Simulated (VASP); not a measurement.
Calculation: optB88-vdW, VASP's PBE PAW potentials (set 64) (plane waves; VASP).

Input for VASP

KPOINTS:
```
kpoints
0
G
4 4 4
```

**POSCAR**
```
CsPbBr3
1
    5.9296278520    -0.0000000000    -0.0000000000
    0.0000000000     5.9296278520    -0.0000000000
    0.0000000000     0.0000000000     5.9296278520
Cs Pb Br
1 1 3
Direct
  0.0000000000   0.0000000000   0.0000000000
  0.5000000000   0.5000000000   0.5000000000
  0.5000000000   0.0000000000   0.5000000000
  0.0000000000   0.5000000000   0.5000000000
  0.5000000000   0.5000000000   0.0000000000
```

**INCAR**
```
! general
SYSTEM   = CsPbBr3
PREC     = Accurate
ENCUT    = 520
LREAL    = .FALSE.
LASPH    = .TRUE.

! electronic loop
EDIFF    = 1E-6   ! SCF stop (eV)
NELM     = 100
ALGO     = Normal   ! blocked Davidson
LMAXMIX  = 4   ! l cut-off of mixed one-centre charges

! smearing
ISMEAR   = 0   ! Gaussian
SIGMA    = 0.05   ! width (eV)

! functional
GGA      = BO
LUSE_VDW = .TRUE.
AGGAC    = 0.0
PARAM1   = 0.1833333333
PARAM2   = 0.22

! ions
IBRION   = 2   ! conjugate gradients
NSW      = 60
ISIF     = 3
EDIFFG   = -0.02

! output
LWAVE    = .FALSE.
LCHARG   = .FALSE.
```

POTCAR, in this order: Cs_sv Pb_d Br (PBE.64 set). Program: vasp_std.

What VASP printed:

File OUTCAR:
```
 ion  position               nearest neighbor table
   1  0.000  0.000  0.000-
   2  0.500  0.500  0.500-   3 2.96   4 2.96   5 2.96   5 2.96   3 2.96   4 2.96
   3  0.500  0.000  0.500-   2 2.96   2 2.96
   4  0.000  0.500  0.500-   2 2.96   2 2.96
   5  0.500  0.500  0.000-   2 2.96   2 2.96
  LATTYP: Found a simple cubic cell.
 ALAT       =     5.9296278520
 Subroutine PRICEL returns:
 Original cell was already a primitive cell.
 Subroutine GETGRP returns: Found 48 space group operations
The static configuration has the point symmetry O_h .
The dynamic configuration has the point symmetry O_h .
 Subroutine INISYM returns: Found 48 space group operations
 Subroutine IBZKPT returns following result:
 Found     10 irreducible k-points:

 Following reciprocal coordinates:
            Coordinates               Weight
  0.000000  0.000000  0.000000      1.000000
  0.250000  0.000000  0.000000      6.000000
  0.500000  0.000000  0.000000      3.000000
  0.250000  0.250000  0.000000     12.000000
  0.500000  0.250000  0.000000     12.000000
  0.500000  0.500000  0.000000      3.000000
...
```

OSZICAR:
```
       N       E                     dE             d eps       ncg     rms          rms(c)
DAV:   1     0.409925907304E+03    0.40993E+03   -0.18811E+04   520   0.149E+03
DAV:   2     0.413510304356E+02   -0.36857E+03   -0.36225E+03   654   0.328E+02
DAV:   3    -0.372516365447E+01   -0.45076E+02   -0.44916E+02   624   0.125E+02
DAV:   4    -0.537238674043E+01   -0.16472E+01   -0.16426E+01   644   0.316E+01
DAV:   5    -0.542719340816E+01   -0.54807E-01   -0.54774E-01   706   0.467E+00    0.399E+00
DAV:   6    -0.478982332402E+01    0.63737E+00   -0.12331E+00   754   0.106E+01    0.218E+00
DAV:   7    -0.473335263486E+01    0.56471E-01   -0.56267E-01   768   0.409E+00    0.961E-01
DAV:   8    -0.473951885713E+01   -0.61662E-02   -0.63726E-02   664   0.212E+00    0.196E-01
DAV:   9    -0.473868873693E+01    0.83012E-03   -0.11149E-02   722   0.797E-01    0.959E-02
DAV:  10    -0.473898847388E+01   -0.29974E-03   -0.11026E-03   596   0.210E-01    0.396E-02
DAV:  11    -0.473905111280E+01   -0.62639E-04   -0.12395E-04   692   0.937E-02    0.842E-03
DAV:  12    -0.473905320672E+01   -0.20939E-05   -0.18617E-05   702   0.497E-02    0.256E-03
DAV:  13    -0.473905346632E+01   -0.25960E-06   -0.13353E-06   518   0.885E-03
   1 F= -.47390535E+01 E0= -.47390535E+01  d E =-.473905E+01
```

File OUTCAR:
```
------------------------ aborting loop because EDIFF is reached ----------------------------------------
  FORCE on cell =-STRESS in cart. coord.  units (eV):
  Direction    XX          YY          ZZ          XY          YZ          ZX
  --------------------------------------------------------------------------------------
  Total       -0.0006295     -0.0006295     -0.0006295     -0.0000000      0.0000000      0.0000000
  in kB       -0.0048378     -0.0048378     -0.0048378     -0.0000000      0.0000000      0.0000000
  external PRESSURE =      -0.0048378 kB  Pullay stress =       0.0000000 kB
  volume of cell :      208.49
      direct lattice vectors                 reciprocal lattice vectors
     5.929627852  0.000000000  0.000000000     0.168644648  0.000000000  0.000000000
     0.000000000  5.929627852  0.000000000     0.000000000  0.168644648  0.000000000
     0.000000000  0.000000000  5.929627852     0.000000000  0.000000000  0.168644648
 POSITION                                       TOTAL-FORCE (eV/Angst)
 -----------------------------------------------------------------------------------
      0.00000      0.00000      0.00000         0.000000      0.000000      0.000000
      2.96481      2.96481      2.96481         0.000000      0.000000      0.000000
      2.96481      0.00000      2.96481         0.000000      0.000000      0.000000
      0.00000      2.96481      2.96481         0.000000      0.000000      0.000000
      2.96481      2.96481      0.00000         0.000000      0.000000      0.000000
 -----------------------------------------------------------------------------------
    total drift:                                0.000000     -0.000000     -0.000000
  FREE ENERGIE OF THE ION-ELECTRON SYSTEM (eV)
  ---------------------------------------------------
  free  energy   TOTEN  =        -4.7390534663 eV

  energy  without entropy=       -4.7390534663  energy(sigma->0) =       -4.73905347

 reached required accuracy - stopping structural energy minimisation
```
(Selected blocks of OUTCAR.)

The compound is CsPbBr3 in the cubic perovskite structure, the ideal cubic form; the compound distorts at low or room temperature. It was relaxed first. The start is the result of an earlier pass.
